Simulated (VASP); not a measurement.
An input for Quantum ESPRESSO's pw.x (written as the equivalent of a VASP run, and not itself run):

```
&CONTROL
  calculation = 'vc-relax'
  pseudo_dir = './pseudo'
  outdir = './out'
  tprnfor = .true.
  tstress = .true.
  nstep = 60
  forc_conv_thr = 0.00039
/
&SYSTEM
  ibrav = 0
  nat = 2
  ntyp = 2
  ecutwfc = 84
  occupations = 'smearing'
  smearing = 'gaussian'
  degauss = 0.003675
  input_dft = 'pbe'
/
&ELECTRONS
  conv_thr = 7.3e-08
  electron_maxstep = 100
/
&IONS
/
&CELL
/
ATOMIC_SPECIES
  Sn 118.710 Sn.upf
  O 15.999 O.upf
CELL_PARAMETERS angstrom
     0.0000000    2.3671360    2.3671360
     2.3671360    0.0000000    2.3671360
     2.3671360    2.3671360    0.0000000
ATOMIC_POSITIONS crystal
  Sn   0.0000000  0.0000000  0.0000000
  O    0.2500000  0.2500000  0.2500000
K_POINTS automatic
  9 9 9 0 0 0
```

Write the VASP files for the same calculation (PBE).

This is not unique; one that fits is 
File KPOINTS:
```
kpoints
0
gamma
  9 9 9
```

### POSCAR
```
SnO
1
    0.0000000000     2.3671360000     2.3671360000
    2.3671360000     0.0000000000     2.3671360000
    2.3671360000     2.3671360000     0.0000000000
Sn O
1 1
Direct
  0.0000000000   0.0000000000   0.0000000000
  0.2500000000   0.2500000000   0.2500000000
```

**INCAR**
```
ALGO=Normal
EDIFF=1E-6
EDIFFG=-0.01
ENCUT=520
GGA=PE
IBRION=2
ISIF=3
ISMEAR=0
LASPH=.TRUE.
LCHARG=.FALSE.
LMAXMIX=4
LREAL=.FALSE.
LWAVE=.FALSE.
NELM=100
NSW=60
PREC=Accurate
SIGMA=0.05
SYSTEM=SnO
```

POTCAR, in this order: Sn_d O (PBE.64 set). Program: vasp_std.

The two are equivalent in intent, not identical: the potentials are each code's own (VASP's PAW set, PseudoDojo norm-conserving files in pw.x), so ENCUT and ecutwfc are chosen apart and not converted; conv_thr bounds pw.x's estimated SCF error, while EDIFF bounds the energy change between steps; forc_conv_thr acts on force components and is met together with etot_conv_thr.

The structure was generated: SnO was put into the zinc blende type (F-43m), which need not be its known phase. This run relaxes it. Symmetry was kept, so distortions that lower it aren't found.
